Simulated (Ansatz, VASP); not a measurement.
Two plane-wave programs on B7C

```
CELL_PARAMETERS angstrom
-2.32292 2.32292 2.32292
2.32292 -2.32292 2.32292
2.32292 2.32292 -2.32292
ATOMIC_POSITIONS crystal
B 0.00000 0.50000 0.50000
B 0.50000 0.50000 0.00000
B 0.50000 0.00000 0.50000
B 0.00000 0.00000 0.50000
B 0.00000 0.50000 0.00000
B 0.50000 0.00000 0.00000
B 0.50000 0.50000 0.50000
C 0.00000 0.00000 0.00000
```

Change from the starting cell: species swapped into the Fe7Co type (Im-3m, No. 229).

Alike in both runs: task relaxation of cell and atoms; functional PBE; k mesh 12 × 12 × 12; occupations gaussian, width 0.1 eV; no spin polarisation.

|  | VASP | Ansatz |
| --- | --- | --- |
| version | VASP 6.6.1 | Ansatz 0.2.0 |
| potentials or method | VASP PAW PBE potentials, release 64 (B, C) | scalar-relativistic, plane waves, PAW |
| plane-wave cutoff (eV) | 600 | 420 |
| valence electrons in the cell | 25 | 25 |

|  | VASP | Ansatz | Ansatz less VASP |
| --- | --- | --- | --- |
| gap on the k mesh at the Fermi level, each at its own relaxed structure (eV) | none | none | - |
| relaxed volume (Å³/atom) | 6.28 | 6.28 | +0.002 |
| relaxed cell length with the largest relative difference (Å) | 4.027 | 4.027 | +0.0005 |

A gap of «none» marks a metal or a gap that the smearing closes.
